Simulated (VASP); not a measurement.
# Mg3Si4H2O12 (Talc) with PBEsol: from relaxation to properties

Wanted: the relaxed cell of Mg3Si4H2O12 (Talc) and its properties. The steps: full relaxation (PBEsol), second relaxation, density, ELF and potential (PBEsol), bands along the symmetry lines (PBEsol), density of states (PBEsol), dielectric tensor and Born charges (PBEsol) and optical spectrum (PBEsol). The start is a cell from a database of measured crystal structures.

Main program and level: VASP 6.6.1; PBEsol; plane waves and PAW (Mg, Si, H, O).

Report form: the programs' logs are mostly left out.

### Step 1. Set-up

The cell holds 21 atoms: 3 Mg, 4 Si, 2 H and 12 O. Cell: a = 5.290 Å, b = 5.291 Å, c = 9.460 Å, α = 85.3°, β = 81.3°, γ = 60.1°.

### Step 2. Full relaxation (PBEsol)

The start need not lie at this functional's minimum. ISIF = 3 frees volume, shape and positions, and EDIFFG sets the threshold on forces and stress at which the search stops. PBEsol restores the gradient expansion of exchange and is tuned for the cells of solids.

The input, INCAR:

```
SYSTEM = Mg3Si4H2O12
PREC = Accurate
ENCUT = 520
EDIFF = 1E-06
NELM = 100
ISMEAR = 0
SIGMA = 0.05
LREAL = Auto
ALGO = Fast
GGA = PS
NBANDS = 69
LORBIT = 11
LWAVE = .FALSE.
LCHARG = .FALSE.
KPAR = 4
NCORE = 2
IBRION = 2
NSW = 60
ISIF = 3
EDIFFG = -0.01
```

The input, POSCAR:

```
Mg3Si4H2O12
1.0
    5.2900000000      0.0000000000      0.0000000000
    2.6377955456      4.5864943416      0.0000000000
    1.4276631045      0.0781915953      9.3513241915
Mg Si H O
3 4 2 12
Direct
    0.0000000000      0.0000000000      0.0000000000
    0.3332000000      0.3333600000      0.9999400000
    0.6668000000      0.6666400000      0.0000600000
    0.2573200000      0.9948200000      0.2909300000
    0.7426800000      0.0051800000      0.7090700000
    0.5899700000      0.3282600000      0.2910800000
    0.4100300000      0.6717400000      0.7089200000
    0.9500000000      0.6620000000      0.2030000000
    0.0500000000      0.3380000000      0.7970000000
    0.6353000000      0.3312000000      0.1176000000
    0.3647000000      0.6688000000      0.8824000000
    0.9704000000      0.6652000000      0.1126000000
    0.0296000000      0.3348000000      0.8874000000
    0.3032000000      0.9976000000      0.1176000000
    0.6968000000      0.0024000000      0.8824000000
    0.9088000000      0.1426000000      0.3481000000
    0.0912000000      0.8574000000      0.6519000000
    0.3907000000      0.1782000000      0.3494000000
    0.6093000000      0.8218000000      0.6506000000
    0.4270000000      0.6602000000      0.3484000000
    0.5730000000      0.3398000000      0.6516000000
```

The input, KPOINTS:

```
Automatic mesh
0
Gamma
4 4 2
0 0 0
```

Potentials, in the order of the species: Mg, Si, H and O (PBE family, release 64).

Run with:

```console
$ mpirun -np 8 vasp_std
```

Elapsed: 22 min, on 8 MPI ranks of Intel Xeon Platinum 8259CL at 2.50GHz (Skylake/Cascade Lake), shared host; peak memory 2.6 GiB; 2.8 h of CPU time.

The gap is read on the k-mesh alone, so it is an upper bound where the band edges lie off the mesh, and a coarse mesh can show a gap where there is none. The bonds form layers, held to each other by dispersion, which PBEsol lacks, so the spacing between them is unreliable. The PAW data sets were made with PBE, which is usual practice but a small mismatch for other functionals. The run keeps the 2 symmetry operations of its start, so it cannot find a distortion of lower symmetry.

Step by step (22 of 54):

| step | energy less that of the first step (eV) | largest force (eV/Å) | pressure (GPa) | volume (Å³) |
| --- | --- | --- | --- | --- |
| 1 | 0.0000 | 10.2693 | 6.56 | 226.89 |
| 4 | 1.8634 | 7.1692 | -2.87 | 232.90 |
| 6 | -1.1024 | 0.8983 | 1.84 | 228.39 |
| 9 | -1.1185 | 0.6037 | -1.29 | 232.23 |
| 11 | -1.1370 | 0.3270 | -0.72 | 231.36 |
| 14 | -1.1481 | 0.1985 | 0.05 | 230.63 |
| 16 | -1.1498 | 0.0958 | -0.03 | 230.61 |
| 19 | -1.1542 | 0.0652 | 0.00 | 230.43 |
| 21 | -1.1544 | 0.0360 | -0.01 | 230.41 |
| 24 | -1.1547 | 0.0324 | 0.07 | 230.38 |
| 26 | -1.1549 | 0.0700 | 0.06 | 230.48 |
| 29 | -1.1551 | 0.0375 | 0.01 | 230.62 |
| 31 | -1.1554 | 0.0598 | -0.11 | 230.84 |
| 34 | -1.1559 | 0.0272 | 0.01 | 230.93 |
| 36 | -1.1562 | 0.0317 | 0.11 | 231.00 |
| 39 | -1.1565 | 0.0394 | 0.17 | 231.26 |
| 41 | -1.1568 | 0.0354 | 0.01 | 231.61 |
| 44 | -1.1570 | 0.0338 | -0.10 | 231.86 |
| 46 | -1.1572 | 0.0234 | -0.05 | 231.89 |
| 49 | -1.1573 | 0.0151 | 0.06 | 231.85 |
| 51 | -1.1574 | 0.0194 | 0.01 | 231.95 |
| 54 | -1.1575 | 0.0094 | -0.01 | 232.04 |

| cell as run | before | after | change |
| --- | --- | --- | --- |
| a (Å) | 5.290 | 5.306 | +0.3 % |
| b (Å) | 5.291 | 5.306 | +0.3 % |
| c (Å) | 9.460 | 9.617 | +1.7 % |
| α (°) | 85.27 | 85.36 | +0.1 % |
| β (°) | 81.32 | 81.44 | +0.1 % |
| γ (°) | 60.10 | 60.07 | -0.0 % |
| volume (Å³/atom) | 10.80 | 11.05 | +2.3 % |

The atoms that moved most (Å, as changes of fractional coordinates times the final cell):

| atom | dx | dy | dz | length |
| --- | --- | --- | --- | --- |
| H9 | 0.013 | -0.016 | -0.089 | 0.091 |
| H8 | -0.013 | 0.016 | 0.089 | 0.091 |
| O19 | 0.010 | -0.023 | 0.038 | 0.046 |
| O18 | -0.010 | 0.023 | -0.038 | 0.046 |
| Si7 | -0.004 | -0.001 | 0.043 | 0.043 |
| Si6 | 0.004 | 0.001 | -0.043 | 0.043 |
| Si5 | -0.002 | 0.000 | 0.042 | 0.042 |
| Si4 | 0.002 | 0.000 | -0.042 | 0.042 |

The relaxed structure:

```
Mg Si H O
1.0
     5.30648    0.00103   -0.00027
     2.64691    4.59904   -0.00127
     1.43162    0.07635    9.50907
Mg Si H O
3 4 2 12
Direct
  0.00000 0.00000 0.00000
  0.33276 0.33365 0.00008
  0.66724 0.66635 0.99992
  0.25878 0.99491 0.28649
  0.74122 0.00509 0.71351
  0.59176 0.32845 0.28656
  0.40824 0.67155 0.71344
  0.94339 0.66524 0.21233
  0.05661 0.33476 0.78767
  0.63616 0.33140 0.11489
  0.36384 0.66860 0.88511
  0.97125 0.66519 0.10999
  0.02875 0.33481 0.89001
  0.30404 0.99748 0.11485
  0.69596 0.00252 0.88515
  0.91010 0.13796 0.34450
  0.08990 0.86204 0.65550
  0.38737 0.18318 0.34538
  0.61263 0.81682 0.65462
  0.43278 0.66076 0.34511
  0.56722 0.33924 0.65489
```

A gap read on the k-mesh alone can miss the band edges.

Numbers from this step:

* electrons: 96
* bands: 69
* irreducible k-points: 20
* symmetry operations: 2
* free energy (TOTEN): -152.5967 eV
* Fermi energy: 1.286 eV
* pressure: -0.01135 GPa
* metallic, judged on the points sampled: no
* valence top at k: 0, 0, 0
* conduction bottom at k: 0, 0, 0
* least direct gap at k: 0, 0, 0
* SCF cycles over all ionic steps: 334
* gap on the k-mesh: 5.225 eV
* least direct gap on the k-mesh: 5.225 eV

It ends with a largest force of 0.009 eV/Å and a pressure of -0.01 GPa. The volume lies +2.3 % from that of the database's start.

### Step 3. Second relaxation

A relaxation keeps the plane waves of the cell it began with, so it is repeated from the new cell, on a basis made for it.

INCAR is that of step 2.

The input, POSCAR:

```
Mg3Si4H2O12
1.0
    5.3064839953      0.0010325878     -0.0002659038
    2.6469146922      4.5990359472     -0.0012745897
    1.4316154895      0.0763460792      9.5090657160
Mg Si H O
3 4 2 12
Direct
    0.0000000000      0.0000000000      0.0000000000
    0.3327552629      0.3336483735      0.0000784433
    0.6672447371      0.6663516265      0.9999215567
    0.2587767864      0.9949074565      0.2864896943
    0.7412232136      0.0050925435      0.7135103057
    0.5917590999      0.3284500277      0.2865641775
    0.4082409001      0.6715499723      0.7134358225
    0.9433944591      0.6652383398      0.2123341176
    0.0566055409      0.3347616602      0.7876658824
    0.6361581501      0.3314004489      0.1148928442
    0.3638418499      0.6685995511      0.8851071558
    0.9712460305      0.6651873711      0.1099916313
    0.0287539695      0.3348126289      0.8900083687
    0.3040360138      0.9974795086      0.1148465574
    0.6959639862      0.0025204914      0.8851534426
    0.9101017047      0.1379583435      0.3445013154
    0.0898982953      0.8620416565      0.6554986846
    0.3873669884      0.1831762006      0.3453819710
    0.6126330116      0.8168237994      0.6546180290
    0.4327834380      0.6607620031      0.3451108651
    0.5672165620      0.3392379969      0.6548891349
```

KPOINTS is that of step 2.

Run with:

```console
$ mpirun -np 8 vasp_std
```

The job ended after 2.2 min (8 MPI ranks; peak memory 2.6 GiB; 18 min of CPU time).

Little changed from the start: no atom moved by 0.005 Å and no cell edge by 0.1 %.

Numbers from this step:

```
free energy (TOTEN)             : -152.6053 eV
pressure                        : 0.02540 GPa
SCF cycles over all ionic steps : 28
gap on the k-mesh               : 5.226 eV
least direct gap on the k-mesh  : 5.226 eV
```

It ends with a largest force of 0.006 eV/Å and a pressure of 0.03 GPa. The volume moved by only 0.01 %, so the volume is settled.

### Step 4. Density, ELF and potential (PBEsol)

A single point on the relaxed cell gives a clean self-consistent state, with density, ELF and potential written out.

Changes to INCAR since step 3:

```diff
@@ -13,8 +13,6 @@
 LWAVE = .FALSE.
-LCHARG = .FALSE.
-KPAR = 4
+LCHARG = .TRUE.
 NCORE = 2
-IBRION = 2
-NSW = 60
-ISIF = 3
-EDIFFG = -0.01
+ISIF = 2
+LELF = .TRUE.
+LVHAR = .TRUE.
```

The input, POSCAR:

```
Mg3Si4H2O12
1.0
    5.3062335910      0.0013240405     -0.0001091413
    2.6470423934      4.5986763247     -0.0015736300
    1.4318331714      0.0756363837      9.5094615427
Mg Si H O
3 4 2 12
Direct
    0.0000000000      0.0000000000      0.0000000000
    0.3327420992      0.3336679293      0.0000812906
    0.6672579008      0.6663320707      0.9999187094
    0.2588204334      0.9949050573      0.2864523463
    0.7411795666      0.0050949427      0.7135476537
    0.5917058925      0.3284551229      0.2865506526
    0.4082941075      0.6715448771      0.7134493474
    0.9434739278      0.6652340162      0.2123475983
    0.0565260722      0.3347659838      0.7876524017
    0.6360072144      0.3314487828      0.1148851598
    0.3639927856      0.6685512172      0.8851148402
    0.9712554959      0.6652151427      0.1100001432
    0.0287445041      0.3347848573      0.8899998568
    0.3041166327      0.9974337901      0.1148362639
    0.6958833673      0.0025662099      0.8851637361
    0.9101067275      0.1379290169      0.3444879478
    0.0898932725      0.8620709831      0.6555120522
    0.3873804087      0.1831632470      0.3453335116
    0.6126195913      0.8168367530      0.6546664884
    0.4327805601      0.6607877724      0.3450296409
    0.5672194399      0.3392122276      0.6549703591
```

KPOINTS is that of step 3.

Run with:

```console
$ mpirun -np 8 vasp_std
```

Wall time 96 s (8 MPI ranks); peak memory 1.4 GiB.

Numbers from this step:

```
SCF cycles                     : 16
bands                          : 72
Fermi energy                   : 1.337 eV
pressure                       : 0.009468 GPa
gap on the k-mesh              : 5.225 eV
least direct gap on the k-mesh : 5.225 eV
```

Valence electrons inside each PAW sphere by angular momentum. Sphere charges, by row:

| atom | s (e) | p (e) | d (e) | tot (e) |
| --- | --- | --- | --- | --- |
| Mg1 | 0.143 | 0.175 | 0.077 | 0.395 |
| Mg2 | 0.143 | 0.176 | 0.078 | 0.396 |
| Mg3 | 0.143 | 0.176 | 0.078 | 0.396 |
| Si4 | 0.65 | 0.989 | 0 | 1.639 |
| Si5 | 0.65 | 0.989 | 0 | 1.639 |
| Si6 | 0.65 | 0.988 | 0 | 1.638 |
| Si7 | 0.65 | 0.988 | 0 | 1.638 |
| H8 | 0.61 | 0.122 | 0 | 0.733 |
| H9 | 0.61 | 0.122 | 0 | 0.733 |
| O10 | 1.546 | 3.616 | 0 | 5.162 |
| O11 | 1.546 | 3.616 | 0 | 5.162 |
| O12 | 1.543 | 3.62 | 0 | 5.163 |
| O13 | 1.543 | 3.62 | 0 | 5.163 |
| O14 | 1.546 | 3.616 | 0 | 5.162 |
| O15 | 1.546 | 3.616 | 0 | 5.162 |
| O16 | 1.545 | 3.658 | 0 | 5.204 |
| O17 | 1.545 | 3.658 | 0 | 5.204 |
| O18 | 1.545 | 3.657 | 0 | 5.203 |
| O19 | 1.545 | 3.657 | 0 | 5.203 |
| O20 | 1.546 | 3.658 | 0 | 5.203 |
| O21 | 1.546 | 3.658 | 0 | 5.203 |

Electrostatic potential energy in the ac plane at fractional y = 0.328, with atoms of Mg and Si and H and O within 0.2 Å of it. With pseudopotentials it is smooth inside the atoms' cores, unlike the true potential.

Ten even steps from '_' (-51 eV) to '@' (8 eV), each cell a mean:
```
%%%%%%**++++++##%%@@@@@@@@@@%%
..--##%%##****%%@@@@@@@@@@%%==
____**@@%%%%%%@@@@@@@@@@@@%%::
::::##@@@@@@@@@@@@@@@@@@@@@@**
++++%%@@@@@@@@@@@@@@@@@@@@@@%%
****%%@@@@@@@@@@@@@@@@@@@@@@%%
%%%%@@@@@@@@@@##++**@@@@@@@@@@
@@@@@@@@@@@@%%--____**@@@@@@@@
@@@@@@@@@@@@@@==____++@@@@@@@@
@@@@@@@@@@@@@@%%**++%%@@@@@@@@
@@@@@@@@@@@@@@@@@@@@@@@@@@@@@@
@@@@@@@@@@@@@@@@@@@@@@@@@@@@@@
@@@@@@@@@@@@@@@@@@@@@@@@@@@@@@
@@@@@@@@@@@@@@@@@@@@@@@@@@@@@@
@@@@@@@@@@%%%%######%%@@@@@@@@
@@@@@@@@%%####==....++%%%%@@@@
@@@@@@@@%%%%**..______**%%@@@@
@@@@@@@@@@@@##--______++%%@@@@
@@@@@@@@@@@@%%##==::==##%%@@@@
@@@@@@@@@@@@@@%%**==**%%@@@@@@
@@@@@@@@@@@@@@%%--____**@@@@@@
@@@@@@%%####%%%%==____++@@@@@@
@@@@%%**++++**%%%%****%%@@@@@@
@@@@%%**++==++##%%@@@@@@@@@@@@
```
Columns run along a (5.3 Å; values clipped at the 3rd and 97th percentile), rows up along c (9.6 Å). Atoms in or near the plane, at fractional coordinates: Mg at (0.33, 0.00), Si at (0.59, 0.29), H at (0.06, 0.79), O at (0.64, 0.11), O at (0.03, 0.89), O at (0.57, 0.65).

ELF in the ac plane at fractional y = 0.328, with atoms of Mg and Si and H and O within 0.2 Å of it. It is the smooth field of the valence electrons, not physical close to the nuclei.

Ten even steps from '0' (0.00) to '9' (0.96), each cell a mean:
```
776300000000157
788720000000488
468720000000478
777520000000257
997300000000027
997201344421004
463003677763100
000004785686200
000004786687300
000002688886200
000000256763100
000000001110000
001332000000000
003665310013431
014787531135663
114788741146764
103678741036664
001345421113332
000011136763100
000000268886300
000000478568510
000000488668620
000000268888510
210000013553111
```
Columns run along a (5.3 Å), rows up along c (9.6 Å). Atoms in or near the plane, at fractional coordinates: Mg at (0.33, 0.00), Si at (0.59, 0.29), H at (0.06, 0.79), O at (0.64, 0.11), O at (0.03, 0.89), O at (0.57, 0.65).

Valence density in the ac plane at fractional y = 0.328, with atoms of Mg and Si and H and O within 0.2 Å of it. It is the smooth field of the valence electrons, not physical close to the nuclei.

Ten steps, logarithmic in the rise over the least value, from '0' (0.0 e/Å³) to '9' (7.1 e/Å³), each cell a mean:
```
553211111112235
986321111111357
997421111111258
886321111111246
665211122111124
453211234321112
121112467642111
000012589963110
000012479974210
000001357753100
000000123332100
000000011111000
001111111111110
011233211122211
112455432233332
112466543344442
112355541034432
111233432133322
111112234543211
111111246775311
111111358996421
111111257997421
111111235775321
222111122333222
```
Columns run along a (5.3 Å), rows up along c (9.6 Å). Atoms in or near the plane, at fractional coordinates: Mg at (0.33, 0.00), Si at (0.59, 0.29), H at (0.06, 0.79), O at (0.64, 0.11), O at (0.03, 0.89), O at (0.57, 0.65).

In this run the pressure is 0.01 GPa, small enough to go on; single stress components reach 0.01 GPa.

### Step 5. Bands along the symmetry lines (PBEsol)

The mesh alone shows little of the dispersion and can miss band extrema, so KPOINTS_OPT adds a path through the symmetry points after the self-consistent cycle.

The input, INCAR:

```
SYSTEM = Mg3Si4H2O12
PREC = Accurate
ENCUT = 520
EDIFF = 1E-06
NELM = 100
ISMEAR = 0
SIGMA = 0.05
LREAL = Auto
ALGO = Fast
GGA = PS
NBANDS = 94
LORBIT = 11
LWAVE = .FALSE.
LCHARG = .FALSE.
KPAR = 4
NCORE = 2
```

POSCAR is that of step 4.

KPOINTS is that of step 4.

The input, KPOINTS_OPT:

```
Line mode
12
Line-mode
Reciprocal
  0.00000000   0.00000000  -0.50000000 X
  0.00000000   0.00000000   0.00000000 GAMMA

  0.00000000   0.00000000   0.00000000 GAMMA
  0.00000000  -0.50000000   0.00000000 Y

  0.00000000  -0.50000000  -0.50000000 L
  0.00000000   0.00000000   0.00000000 GAMMA

  0.00000000   0.00000000   0.00000000 GAMMA
 -0.50000000   0.00000000   0.00000000 Z

 -0.50000000   0.00000000  -0.50000000 N
  0.00000000   0.00000000   0.00000000 GAMMA

  0.00000000   0.00000000   0.00000000 GAMMA
 -0.50000000  -0.50000000   0.00000000 M

 -0.50000000  -0.50000000  -0.50000000 R
  0.00000000   0.00000000   0.00000000 GAMMA
```

Run with:

```console
$ mpirun -np 8 vasp_std
```

Run time: 4.2 min. Hardware: 8 MPI ranks; peak memory 3.7 GiB; 33 min of CPU time.

Numbers from this step:

```
SCF cycles                        : 15
bands                             : 94
Fermi energy                      : 1.298 eV
pressure                          : 0.03027 GPa
least gap on mesh and path        : 5.226 eV
least direct gap on mesh and path : 5.226 eV
```

The electronic bands at the labelled points (eV, zero at the valence-band top; v1 is the highest filled band, c1 the lowest empty one):

| point | v4 | v3 | v2 | v1 | c1 | c2 | c3 | c4 |
| --- | --- | --- | --- | --- | --- | --- | --- | --- |
| X | -0.03 | -0.02 | -0.02 | 0.00 | 5.81 | 5.94 | 8.24 | 8.24 |
| 0.55 of the way | -0.03 | -0.02 | -0.02 | 0.00 | 5.38 | 6.45 | 8.19 | 8.25 |
| Γ | -0.03 | -0.02 | -0.02 | 0.00 | 5.23 | 6.68 | 8.14 | 8.25 |
| 0.45 of the way | -0.31 | -0.29 | -0.29 | -0.07 | 5.93 | 7.14 | 8.38 | 8.60 |
| Y | -0.60 | -0.45 | -0.30 | -0.20 | 7.48 | 7.64 | 8.09 | 8.37 |
| jump to L | -0.55 | -0.44 | -0.32 | -0.15 | 7.59 | 7.69 | 7.90 | 8.23 |
| 0.45 of the way | -0.38 | -0.35 | -0.29 | -0.08 | 6.34 | 7.05 | 8.44 | 8.64 |
| Γ | -0.03 | -0.02 | -0.02 | 0.00 | 5.23 | 6.68 | 8.14 | 8.25 |
| 0.45 of the way | -0.36 | -0.32 | -0.27 | -0.05 | 5.93 | 7.13 | 8.44 | 8.53 |
| Z | -0.52 | -0.48 | -0.39 | -0.14 | 7.47 | 7.71 | 7.95 | 8.40 |
| jump to N | -0.55 | -0.41 | -0.37 | -0.10 | 7.56 | 7.66 | 7.93 | 8.29 |
| 0.45 of the way | -0.41 | -0.37 | -0.34 | -0.06 | 6.27 | 7.16 | 8.38 | 8.65 |
| Γ | -0.03 | -0.02 | -0.02 | 0.00 | 5.23 | 6.68 | 8.14 | 8.25 |
| 0.45 of the way | -0.31 | -0.30 | -0.26 | -0.07 | 5.94 | 7.13 | 8.36 | 8.65 |
| M | -0.60 | -0.45 | -0.31 | -0.17 | 7.47 | 7.73 | 7.96 | 8.52 |
| jump to R | -0.58 | -0.42 | -0.33 | -0.19 | 7.64 | 7.66 | 7.80 | 8.42 |
| 0.45 of the way | -0.39 | -0.38 | -0.30 | -0.09 | 6.27 | 7.16 | 8.42 | 8.65 |
| Γ | -0.03 | -0.02 | -0.02 | 0.00 | 5.23 | 6.68 | 8.14 | 8.25 |

Of the projections kept (Mg, Si, H, O), the largest for each band there, as a share of the weight inside these atoms' spheres; weight between the spheres isn't counted:

| point | v4 | v3 | v2 | v1 | c1 | c2 | c3 | c4 |
| --- | --- | --- | --- | --- | --- | --- | --- | --- |
| X | O 0.99 | O 0.97 | O 0.99 | O 0.97 | O 0.68 | O 0.74 | Si 0.62 | Si 0.68 |
| Γ | O 0.99 | O 0.98 | O 0.99 | O 0.97 | O 0.67 | O 0.72 | Si 0.55 | Si 0.69 |
| Y | O 0.99 | O 0.96 | O 0.97 | O 0.97 | O 0.78 | O 0.74 | O 0.67 | O 0.59 |
| L | O 0.98 | O 0.97 | O 0.97 | O 0.97 | O 0.76 | O 0.80 | O 0.62 | O 0.66 |
| Γ | O 0.99 | O 0.98 | O 0.99 | O 0.97 | O 0.67 | O 0.72 | Si 0.55 | Si 0.69 |
| Z | O 0.98 | O 0.97 | O 0.97 | O 0.97 | O 0.78 | O 0.71 | O 0.71 | O 0.59 |

The path finds the gap of the mesh within 0.02 eV, so the mesh comes close to both band edges.

### Step 6. Density of states (PBEsol)

Here the states are counted by energy and projected on the atoms. The mesh is finer than in the run before.

Changes to INCAR since step 5:

```diff
@@ -5,3 +5,3 @@
 NELM = 100
-ISMEAR = 0
+ISMEAR = -5
 SIGMA = 0.05
@@ -14,3 +14,3 @@
 LCHARG = .FALSE.
-KPAR = 4
-NCORE = 2
+KPAR = 8
+NEDOS = 2001
```

POSCAR is that of step 5.

The input, KPOINTS:

```
Automatic mesh
0
Gamma
6 6 3
0 0 0
```

Run with:

```console
$ mpirun -np 8 vasp_std
```

Run time: 3.6 min. Hardware: 8 MPI ranks; peak memory 6.9 GiB; 29 min of CPU time.

Numbers from this step:

```yaml
irreducible_k_points: 56
free_energy_toten: -152.6054 eV
fermi_energy: 1.086 eV
pressure: 0.03110 GPa
gap_on_the_k_mesh: 5.226 eV
least_direct_gap_on_the_k_mesh: 5.226 eV
```

The density of states has structure finer than the step of the table below, so its rows give means over 1 eV, whole bins alone (the curve runs from -12.0 to 9.27 eV). Peaks (eV: height): total -4.8: 16.5, -3.3: 20.0, -1.0: 24.4, -0.1: 16.4; O p -3.3: 10.0, -1.9: 9.95, -0.5: 17.0, -0.1: 11.9; Si p -5.5: 0.849, -4.8: 2.53, -4.1: 1.26, 9.2: 1.56; O s -4.1: 0.707, 8.3: 0.954, 8.6: 0.951, 9.2: 1.02; H s -5.9: 0.388, -5.5: 1.47, -5.0: 0.755.

States under -12.0 eV and over 9.3 eV are left out. Table of density of states by energy, zero at the valence-band top; means over each step; 7 of 8 lines; values in states/eV/cell:

| energy (eV) | total | O p | Si p | O s | H s | Mg p | Si s |
| --- | --- | --- | --- | --- | --- | --- | --- |
| -10 | 0 | 0 | 0 | 0 | 0 | 0 | 0 |
| -9 | 0.411 | 0.183 | 0.0183 | 0.0104 | 0 | 4.0e-4 | 0.125 |
| -8 | 2.99 | 1.39 | 0.205 | 0.0947 | 3.3e-4 | 0.00288 | 0.762 |
| -7 | 0.904 | 0.444 | 0.0847 | 0.0307 | 7.3e-4 | 9.3e-4 | 0.179 |
| -6 | 3.86 | 1.99 | 0.391 | 0.105 | 0.126 | 0.0106 | 0.371 |
| -5 | 8.86 | 5.00 | 1.19 | 0.0951 | 0.407 | 0.0647 | 0.0530 |
| -4 | 6.89 | 3.50 | 0.550 | 0.251 | 0.106 | 0.0698 | 0.151 |
| -3 | 8.23 | 4.34 | 0.296 | 0.223 | 0.0632 | 0.0381 | 0.0458 |
| -2 | 12.2 | 7.56 | 0.157 | 0.0742 | 0.0364 | 0.0725 | 0.0221 |
| -1 | 19.9 | 13.4 | 0.148 | 0.0912 | 0.0150 | 0.176 | 0.0221 |
| 0 | 7.52 | 5.40 | 0.0203 | 0.0151 | 8.7e-4 | 0.0429 | 0.00261 |
| 1 | 0 | 0 | 0 | 0 | 0 | 0 | 0 |
| 2 | 0 | 0 | 0 | 0 | 0 | 0 | 0 |
| 3 | 0 | 0 | 0 | 0 | 0 | 0 | 0 |
| 4 | 0 | 0 | 0 | 0 | 0 | 0 | 0 |
| 5 | 0.0187 | 0.00117 | 1.0e-5 | 0.00357 | 8.3e-5 | 1.0e-5 | 9.5e-4 |
| 6 | 0.665 | 0.0748 | 0.00339 | 0.109 | 0.00354 | 0.00289 | 0.0292 |
| 7 | 2.24 | 0.407 | 0.0228 | 0.254 | 0.0207 | 0.0188 | 0.0598 |
| 8 | 3.38 | 0.526 | 0.179 | 0.349 | 0.0308 | 0.0274 | 0.307 |

The gap on this mesh is 5.23 eV. In the top eV of the valence band the largest shares in the PAW spheres are O p 70 %. The rest lies in smaller channels or between the spheres.

(Continued in part 2 of 2.)

[Lines on the potential files, build, host, timing and source positions are cut from VASP's logs without a mark.]

[Logs are printed without paths, hosts, clocks, repeated set-up lines and the standing remarks that a program may print on its own settings, such as how far it seeks lower states.]

[Hosts, paths, dates, database ids (printed as entryN), source tags and the programs' standing remarks are cut or masked in the printed files.]

[A measured line is paired with the nearest computed mode of its activity, which favours agreement.]

[In band tables of VASP the shares of atoms and orbitals are scaled to a sum of 1 inside the atoms' spheres.]
